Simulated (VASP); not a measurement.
Method: vdW-DF-cx, VASP's PBE PAW potentials (set 64) (plane waves; VASP).

A VASP calculation is set up with these files.

INCAR:
```
AGGAC  =  0.0
ALGO  =  Normal
EDIFF  =  1E-6
EDIFFG  =  -0.01
ENCUT  =  520
GGA  =  CX
IBRION  =  2
ISIF  =  3
ISMEAR  =  1
LASPH  =  .TRUE.
LCHARG  =  .FALSE.
LMAXMIX  =  4
LREAL  =  .FALSE.
LUSE_VDW  =  .TRUE.
LWAVE  =  .FALSE.
NELM  =  100
NSW  =  60
PREC  =  Accurate
SIGMA  =  0.1
SYSTEM  =  ZrC
```

File KPOINTS:
```
Automatic mesh
0
Gamma
12 12 12
0 0 0
```

POSCAR:
```
ZrC
1
    0.0000000000     2.3500000000     2.3500000000
    2.3500000000     0.0000000000     2.3500000000
    2.3500000000     2.3500000000     0.0000000000
Zr C
1 1
Direct
  0.0000000000   0.0000000000   0.0000000000
  0.5000000000   0.5000000000   0.5000000000
```

POTCAR, in this order: Zr_sv C (PBE.64 set). Program: vasp_std.

Output

**OSZICAR**
```
       N       E                     dE             d eps       ncg     rms          rms(c)
DAV:   1     0.114594128012E+03    0.11459E+03   -0.90226E+03  1728   0.135E+03
DAV:   2    -0.136664618526E+02   -0.12826E+03   -0.12087E+03  2024   0.335E+02
DAV:   3    -0.194304287734E+02   -0.57640E+01   -0.56274E+01  2544   0.641E+01
DAV:   4    -0.196369624501E+02   -0.20653E+00   -0.20642E+00  2216   0.115E+01
DAV:   5    -0.196424790742E+02   -0.55166E-02   -0.55164E-02  2496   0.157E+00    0.214E+01
DAV:   6    -0.164860733745E+02    0.31564E+01   -0.15384E+01  1948   0.274E+01    0.836E+00
DAV:   7    -0.163615457979E+02    0.12453E+00   -0.71279E-01  2024   0.686E+00    0.600E+00
DAV:   8    -0.163512246716E+02    0.10321E-01   -0.13277E-01  1844   0.336E+00    0.137E+00
DAV:   9    -0.163478235498E+02    0.34011E-02   -0.27996E-02  2204   0.111E+00    0.466E-01
DAV:  10    -0.163480483863E+02   -0.22484E-03   -0.18988E-03  1968   0.560E-01    0.341E-01
DAV:  11    -0.163478964948E+02    0.15189E-03   -0.58168E-04  1964   0.200E-01    0.178E-02
DAV:  12    -0.163478954916E+02    0.10033E-05   -0.10971E-05  2620   0.380E-02    0.113E-02
DAV:  13    -0.163478953146E+02    0.17697E-06   -0.25926E-07  1128   0.608E-03
   1 F= -.16347895E+02 E0= -.16347773E+02  d E =-.163479E+02
       N       E                     dE             d eps       ncg     rms          rms(c)
DAV:   1    -0.164152933647E+02   -0.67398E-01   -0.24571E+00  1752   0.182E+01    0.355E+00
DAV:   2    -0.163528921666E+02    0.62401E-01   -0.15155E-01  1744   0.490E+00    0.104E+00
DAV:   3    -0.163414257551E+02    0.11466E-01   -0.68329E-02  2476   0.223E+00    0.403E-01
DAV:   4    -0.163429949635E+02   -0.15692E-02   -0.16098E-03  2164   0.348E-01    0.264E-01
DAV:   5    -0.163444257222E+02   -0.14308E-02   -0.33143E-03  2632   0.314E-01    0.475E-02
DAV:   6    -0.163444347958E+02   -0.90736E-05   -0.33735E-05  1884   0.460E-02    0.429E-02
DAV:   7    -0.163444479821E+02   -0.13186E-04   -0.19285E-05  2176   0.485E-02    0.169E-02
DAV:   8    -0.163444461701E+02    0.18120E-05   -0.13751E-06  1512   0.115E-02    0.505E-03
DAV:   9    -0.163444470576E+02   -0.88741E-06   -0.74927E-07   944   0.120E-02
   2 F= -.16344447E+02 E0= -.16344293E+02  d E =0.344826E-02
       N       E                     dE             d eps       ncg     rms          rms(c)
DAV:   1    -0.163764398036E+02   -0.31994E-01   -0.94990E-01  1756   0.114E+01    0.218E+00
DAV:   2    -0.163535052284E+02    0.22935E-01   -0.65591E-02  1776   0.319E+00    0.652E-01
DAV:   3    -0.163486937022E+02    0.48115E-02   -0.23552E-02  2420   0.132E+00    0.215E-01
DAV:   4    -0.163492563061E+02   -0.56260E-03   -0.82846E-04  2512   0.238E-01    0.167E-01
DAV:   5    -0.163497632603E+02   -0.50695E-03   -0.71588E-04  2808   0.157E-01    0.227E-02
DAV:   6    -0.163497841599E+02   -0.20900E-04   -0.59639E-05  2620   0.675E-02    0.185E-02
DAV:   7    -0.163497850809E+02   -0.92108E-06   -0.53433E-06  2080   0.299E-02
   3 F= -.16349785E+02 E0= -.16349650E+02  d E =-.188977E-02
```

OUTCAR:
```
------------------------ aborting loop because EDIFF is reached ----------------------------------------
  FORCE on cell =-STRESS in cart. coord.  units (eV):
  Direction    XX          YY          ZZ          XY          YZ          ZX
  --------------------------------------------------------------------------------------
  Total       -0.0030047     -0.0030047     -0.0030047      0.0000000     -0.0000000      0.0000000
  in kB       -0.1873522     -0.1873522     -0.1873522      0.0000000     -0.0000000      0.0000000
  external PRESSURE =      -0.1873522 kB  Pullay stress =       0.0000000 kB
  volume of cell :       25.70
      direct lattice vectors                 reciprocal lattice vectors
     0.000000000  2.342122529  2.342122529    -0.213481572  0.213481572  0.213481572
     2.342122529  0.000000000  2.342122529     0.213481572 -0.213481572  0.213481572
     2.342122529  2.342122529 -0.000000000     0.213481572  0.213481572 -0.213481572
 POSITION                                       TOTAL-FORCE (eV/Angst)
 -----------------------------------------------------------------------------------
      0.00000      0.00000      0.00000        -0.000000      0.000000     -0.000000
      2.34212      2.34212      2.34212         0.000000     -0.000000      0.000000
 -----------------------------------------------------------------------------------
    total drift:                                0.000000      0.000000      0.000000
  FREE ENERGIE OF THE ION-ELECTRON SYSTEM (eV)
  ---------------------------------------------------
  free  energy   TOTEN  =       -16.3497850809 eV

  energy  without entropy=      -16.3493793318  energy(sigma->0) =      -16.34964983

 reached required accuracy - stopping structural energy minimisation
```
(Selected blocks of OUTCAR.)

### CONTCAR
```
ZrC
   1.00000000000000
     0.0000000000000000    2.3421225286310769    2.3421225286310769
     2.3421225286310769    0.0000000000000000    2.3421225286310769
     2.3421225286310769    2.3421225286310769   -0.0000000000000000
  Zr              C
     1     1
Direct
     0.0000000000000000    0.0000000000000000    0.0000000000000000
     0.5000000000000000    0.5000000000000000    0.5000000000000000
```

The compound is ZrC in the rock salt structure. This run relaxes it. Symmetry was kept, so distortions that lower it aren't found.
